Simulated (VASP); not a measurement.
Calculation: PBE GGA, VASP's PBE PAW potentials (set 64) (plane waves; VASP).

VASP ran on this input.

KPOINTS:
```
Automatic mesh
0
Gamma
5 5 5
0 0 0
```

### INCAR
```
ENCUT  =  400
ISMEAR  =  0
LMAXMIX  =  4   # l cut-off of mixed one-centre charges
LREAL  =  F
LWAVE  =  F
ISIF  =  2
LCHARG  =  F
PREC  =  Accurate
EDIFF  =  1E-6
SIGMA  =  0.05
LASPH  =  T   # aspherical one-centre terms
MAGMOM  =  5.0 -5.0 0.0 0.0
ISPIN  =  2   # spin-polarised
NELM  =  100   # most electronic steps
SYSTEM  =  MnS
LORBIT  =  10
ALGO  =  Normal
GGA  =  PE   # PBE
```

### POSCAR
```
MnS
1
    5.3244000000     2.6622000000     2.6622000000
    2.6622000000     5.3244000000     2.6622000000
    2.6622000000     2.6622000000     5.3244000000
Mn S
2 2
Direct
  0.0000000000   0.0000000000   0.0000000000
  0.5000000000   0.5000000000   0.5000000000
  0.2500000000   0.2500000000   0.2500000000
  0.7500000000   0.7500000000   0.7500000000
```

POTCAR, in this order: Mn_pv S (PBE.64 set). Program: vasp_std.

The resulting files:

OSZICAR:
```
       N       E                     dE             d eps       ncg     rms          rms(c)
DAV:   1     0.314059560797E+03    0.31406E+03   -0.18765E+04  2004   0.146E+03
DAV:   2    -0.394649820122E+00   -0.31445E+03   -0.31026E+03  1784   0.416E+02
DAV:   3    -0.297055785761E+02   -0.29311E+02   -0.28552E+02  2508   0.117E+02
DAV:   4    -0.305257115721E+02   -0.82013E+00   -0.81949E+00  2077   0.196E+01
DAV:   5    -0.305425993382E+02   -0.16888E-01   -0.16884E-01  2171   0.329E+00    0.145E+01
DAV:   6    -0.279793749370E+02    0.25632E+01   -0.21182E+01  2382   0.413E+01    0.129E+01
DAV:   7    -0.282359044889E+02   -0.25653E+00   -0.17128E+00  1982   0.121E+01    0.765E+00
DAV:   8    -0.282415145730E+02   -0.56101E-02   -0.30065E-01  2440   0.569E+00    0.351E+00
DAV:   9    -0.282357651591E+02    0.57494E-02   -0.55022E-02  2369   0.252E+00    0.584E-01
DAV:  10    -0.282412204093E+02   -0.54553E-02   -0.49443E-03  2060   0.646E-01    0.260E-01
DAV:  11    -0.282415739516E+02   -0.35354E-03   -0.42428E-04  2243   0.174E-01    0.166E-01
DAV:  12    -0.282417364954E+02   -0.16254E-03   -0.20331E-04  1993   0.113E-01    0.628E-02
DAV:  13    -0.282417568117E+02   -0.20316E-04   -0.28990E-05  2058   0.531E-02    0.158E-02
DAV:  14    -0.282417563509E+02    0.46085E-06   -0.16396E-05  2085   0.215E-02    0.787E-03
DAV:  15    -0.282417569045E+02   -0.55366E-06   -0.21493E-06  1374   0.181E-02
   1 F= -.28241757E+02 E0= -.28241757E+02  d E =-.101124E-16  mag=     0.0000
```

**OUTCAR**
```
------------------------ aborting loop because EDIFF is reached ----------------------------------------
  FORCE on cell =-STRESS in cart. coord.  units (eV):
  Direction    XX          YY          ZZ          XY          YZ          ZX
  --------------------------------------------------------------------------------------
  Total       -3.4751747     -3.4751747     -3.4751747     -0.1006332     -0.1006332     -0.1006332
  in kB      -73.7743168    -73.7743168    -73.7743168     -2.1363369     -2.1363369     -2.1363369
  external PRESSURE =     -73.7743168 kB  Pullay stress =       0.0000000 kB
  volume of cell :       75.47
      direct lattice vectors                 reciprocal lattice vectors
     5.324400000  2.662200000  2.662200000     0.281721884 -0.093907295 -0.093907295
     2.662200000  5.324400000  2.662200000    -0.093907295  0.281721884 -0.093907295
     2.662200000  2.662200000  5.324400000    -0.093907295 -0.093907295  0.281721884
 POSITION                                       TOTAL-FORCE (eV/Angst)
 -----------------------------------------------------------------------------------
      0.00000      0.00000      0.00000        -0.000000     -0.000000      0.000000
      5.32440      5.32440      5.32440         0.000000     -0.000000      0.000000
      2.66220      2.66220      2.66220         0.000000      0.000000     -0.000000
      7.98660      7.98660      7.98660        -0.000000      0.000000     -0.000000
 -----------------------------------------------------------------------------------
    total drift:                                0.000000     -0.000000     -0.000000
  FREE ENERGIE OF THE ION-ELECTRON SYSTEM (eV)
  ---------------------------------------------------
  free  energy   TOTEN  =       -28.2417569045 eV

  energy  without entropy=      -28.2417569045  energy(sigma->0) =      -28.24175690

 total charge

# of ion       s       p       d       tot
------------------------------------------
    1        0.199   6.138   4.924  11.261
    2        0.199   6.138   4.924  11.261
    3        1.326   2.385   0.000   3.712
    4        1.326   2.385   0.000   3.712
--------------------------------------------------
tot          3.050  17.046   9.848  29.945

 magnetization (x)

# of ion       s       p       d       tot
------------------------------------------
    1        0.022   0.015   4.232   4.269
    2       -0.022  -0.015  -4.232  -4.269
    3        0.000   0.000   0.000   0.000
    4        0.000   0.000   0.000   0.000
--------------------------------------------------
tot          0.000   0.000  -0.000  -0.000
```
(Selected blocks of OUTCAR.)

### OUTCAR
```
 val. band max:        5.3189246229   @ k =   0.4000   0.4000   0.4000

 cond. band min:       6.4948543855   @ k =  -0.4000  -0.4000   0.2000


 Fermi energy:         5.6023088397

 spin component 1

 k-point     1 :       0.0000    0.0000    0.0000
  band No.  band energies     occupation
      1     -44.7352      1.00000
      2     -44.7301      1.00000
      3     -44.7301      1.00000
      4     -40.1471      1.00000
      5     -40.1471      1.00000
      6     -40.1377      1.00000
      7      -8.0634      1.00000
      8      -6.9126      1.00000
      9      -0.3722      1.00000
     10       1.7417      1.00000
     11       1.7417      1.00000
     12       2.8548      1.00000
     13       2.8548      1.00000
     14       3.0286      1.00000
     15       4.2541      1.00000
     16       4.2541      1.00000
     17       4.2596      1.00000
     18       4.3566      1.00000
     19       4.3566      1.00000
     20       6.8733      0.00000
     21       6.8733      0.00000
     22       6.9473      0.00000
     23       7.7249      0.00000

 k-point     2 :       0.2000    0.0000    0.0000
  band No.  band energies     occupation
      1     -44.7348      1.00000
      2     -44.7313      1.00000
      3     -44.7303      1.00000
      4     -40.1488      1.00000
      5     -40.1474      1.00000
      6     -40.1371      1.00000
      7      -7.7550      1.00000
      8      -6.8346      1.00000
      9       0.1002      1.00000
     10       1.4776      1.00000
     11       1.8018      1.00000
     12       2.0088      1.00000
     13       2.6766      1.00000
     14       2.8963      1.00000
     15       3.0525      1.00000
     16       3.5667      1.00000
     17       3.8297      1.00000
     18       4.5976      1.00000
     19       4.8494      1.00000
     20       6.7531      0.00000
     21       7.0147      0.00000
     22       7.1534      0.00000
     23       7.4815      0.00000
...
```

The compound is MnS in the rock salt, AFM-II order structure. The cell was not relaxed at this level.
